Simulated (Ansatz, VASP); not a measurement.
# Cross-check of Al between VASP and Ansatz, part 2 of 2

Aim: how closely do two programs agree when they are given the same cell, functional and k mesh? The structure shown is the end of the Ansatz relaxation below.

VASP 6.6.1 and Ansatz 0.2.0.

So far. Step 3 (VASP: single point, PBEsol, pair 1): The run ends at a pressure of 3.36 GPa.

### Step 6. VASP: single point, PBEsol, pair 2 (continued)

Level of this step: PBEsol; plane waves and PAW (Al) (VASP).

Numbers of over 12 decimals in the logs are rounded to 6 here.

OUTCAR, selected parts (step 6):

```text
  Total        0.4682654      0.4682654      0.0167040      0.0000000      0.0000000      0.0000000
  in kB       23.5892104     23.5892104      0.8414751      0.0000000      0.0000000      0.0000000
  external PRESSURE =      16.0066320 kB  Pullay stress =       0.0000000 kB

 POSITION                                       TOTAL-FORCE (eV/Angst)
 -----------------------------------------------------------------------------------
      0.00000      0.00000      0.00000         0.000000     -0.000000     -0.000000
      1.39107      1.39107      2.05448        -0.000000      0.000000      0.000000
 -----------------------------------------------------------------------------------
    total drift:                               -0.000000      0.000000     -0.000000

  FREE ENERGIE OF THE ION-ELECTRON SYSTEM (eV)
  ---------------------------------------------------
  free  energy   TOTEN  =        -8.1848109458 eV

  energy  without entropy=       -8.1796188719  energy(sigma->0) =       -8.18221491

[... 1 part as in an earlier step ...]

[... 2 further parts left out ...]
[key lines of the parts left out:]
E-fermi :   8.3169
```

The run ends at a pressure of 1.60 GPa.

### Step 7. Comparison

Compared:

| quantity | Ansatz | VASP | difference |
| --- | --- | --- | --- |
| pressure (GPa) | 1.51 | 1.60 | -0.09 |

### Step 8. Ansatz: relaxation, PBEsol

This run makes the geometry at which the two programs are then compared. The cell compared in this pair holds 33.13 Å³, against 31.80 Å³ for the pair before.

The structure compared here is the end of the Ansatz relaxation.

input.yaml

```yaml
crystal:
  lattice:
    - [2.92408657, 0.0, 0.0]
    - [0.0, 2.92408657, 0.0]
    - [0.0, 0.0, 3.942570916]
  atoms:
    - { symbol: Al, position: [0.0, 0.0, 0.0] }
    - { symbol: Al, position: [0.5, 0.5, 0.5] }
kpoints:
  mp_grid: { grid: [15, 15, 11] }
scf:
  occupations: { method: fermi_dirac, width: 0.05 }
hamiltonian:
  xc: pbesol
  pseudopotentials: { kind: paw, azcp: { folder: soft_1 }, xc_functional: pbe }
basis:
  ecutwfc: 600
output:
  forces: true
  stress: true
relax:
  f_tol: 0.005
  max_steps: 70
  cell: { stress_tol: 0.02, p_target: 0, fix: [a, b, alpha, beta, gamma] }
```

Run with:

```
$ ansatz run input.yaml --threads 4 --pin off --max-ram 10240MiB --backend cpu --events-out ev --progress --plain --runs-dir out
```

The program printed:

```text
[...]
Crystal: 2 atoms, lattice volume = 33.710 Å³
Basis set: ecut = 600 eV, 1131 PW (Γ), exchange–correlation on 48×48×64 points (8 copies of the dense FFT grid, shifted against one another)
Bands: 7, of which v1, the nominal top of the filled ones, is band 3 counted from 1 (2 counted from 0)
Symmetry: 32 space group operations
[...]
k-points: 216 of 2475
[...]
-2.443144      -0.000000       0.000000
       -0.000000      -2.443144       0.000000
        0.000000       0.000000       0.005371
  P = ⅓ Tr σ = -1.6270 GPa (-16.270 kbar)
--- Relaxed structure (3 steps of the walk, 3 accepted, 1 SCFs on fresh bases) ---
[...]
cell:  # Å, volume = 33.1309 Å³
    - [2.92408657, 0, 0.0]
    - [0, 2.92408657, 0.0]
    - [0.0, 0.0, 3.874829]
  atoms:
    - { symbol: Al, position: [0.0, 0.0, 0.0] }
    - { symbol: Al, position: [0.5, 0.5, 0.5] }
[key lines of the parts left out:]
SCF converged after 3 iterations
Free energy (F): -1049.077826 eV
Fermi energy:    7.840293 eV
```

### Step 9. VASP: single point, PBEsol, pair 3

The same cell, functional, mesh and smearing now go to VASP, with its own data sets.

INCAR

```
SYSTEM = Al
PREC = Accurate
ENCUT = 500
EDIFF = 1E-06
NELM = 120
ISMEAR = -1
SIGMA = 0.05
LREAL = .FALSE.
ALGO = Normal
GGA = PS
NBANDS = 9
LORBIT = 11
LWAVE = .FALSE.
LCHARG = .FALSE.
ISIF = 2
LASPH = .TRUE.
GGA_COMPAT = .FALSE.
```

POSCAR

```
Al
1.0
    2.9240865700      0.0000000000      0.0000000000
    0.0000000000      2.9240865700      0.0000000000
    0.0000000000      0.0000000000      3.8748287199
Al
2
Direct
    0.0000000000      0.0000000000      0.0000000000
    0.5000000000      0.5000000000      0.5000000000
```

KPOINTS

```
Automatic mesh
0
Gamma
15 15 11
0 0 0
```

The projector-augmented-wave data sets are Al (PBE family, release 64).

Run with:

```
$ mpirun -np 1 vasp_std
```

The program printed:

```text
[... set-up lines as in an earlier step ...]
 entering main loop
       N       E                     dE             d eps       ncg     rms          rms(c)
DAV:   1    -0.181689549721E+01   -0.18169E+01   -0.21051E+03  3936   0.469E+02
DAV:   2    -0.811280658774E+01   -0.62959E+01   -0.60419E+01  5316   0.501E+01
DAV:   3    -0.822003882298E+01   -0.10723E+00   -0.10621E+00  5050   0.582E+00
DAV:   4    -0.822053414845E+01   -0.49533E-03   -0.49515E-03  5135   0.405E-01
[...]
DAV:   8    -0.816403108418E+01    0.94397E-04   -0.97903E-05  5383   0.683E-02    0.180E-02
DAV:   9    -0.816402922549E+01    0.18587E-05   -0.10421E-06  4788   0.609E-03    0.195E-03
DAV:  10    -0.816402840287E+01    0.82262E-06   -0.16214E-08  2532   0.972E-04
   1 F= -.81640284E+01 E0= -.81601514E+01  d E =-.775405E-02
```

From OUTCAR (step 9):

```text
  Total       -0.4906322     -0.4906322      0.0196656      0.0000000      0.0000000      0.0000000
  in kB      -23.7264999    -23.7264999      0.9510090      0.0000000      0.0000000      0.0000000
  external PRESSURE =     -15.5006636 kB  Pullay stress =       0.0000000 kB

 POSITION                                       TOTAL-FORCE (eV/Angst)
 -----------------------------------------------------------------------------------
      0.00000      0.00000      0.00000         0.000000      0.000000      0.000000
      1.46204      1.46204      1.93741        -0.000000      0.000000     -0.000000
 -----------------------------------------------------------------------------------
    total drift:                               -0.000000      0.000000     -0.000000

  FREE ENERGIE OF THE ION-ELECTRON SYSTEM (eV)
  ---------------------------------------------------
  free  energy   TOTEN  =        -8.1640284029 eV

  energy  without entropy=       -8.1562743561  energy(sigma->0) =       -8.16015138

[... 1 part as in an earlier step ...]

[... 2 further parts left out ...]
[key lines of the parts left out:]
E-fermi :   7.9155
```

The run ends at a pressure of -1.55 GPa.

### Step 10. Differences

Compared:

| quantity | Ansatz | VASP | difference |
| --- | --- | --- | --- |
| pressure (GPa) | -1.63 | -1.55 | -0.08 |

### Step 11. What came out

- difference in pressure (single point, PBEsol, pair 1): -0.10 GPa
- difference in pressure (single point, PBEsol, pair 2): -0.093 GPa
- difference in pressure (single point, PBEsol, pair 3): -0.077 GPa

The difference in pressure is -0.10 GPa (single point, PBEsol, pair 1), within the 1 GPa picked in this series as the mark of a large difference. 3 further runs of this series are not shown here. Such differences can come from data sets, numerical settings and the points named under the comparisons, not from the functional's error against experiment.

[Lines on the potential files, build, host, timing and source positions are cut from VASP's logs without a mark.]

[Logs are printed without paths, hosts, clocks, repeated set-up lines and the standing remarks that a program may print on its own settings, such as how far it seeks lower states.]

[Hosts, paths, dates, database ids (printed as entryN), source tags and the programs' standing remarks are cut or masked in the printed files.]
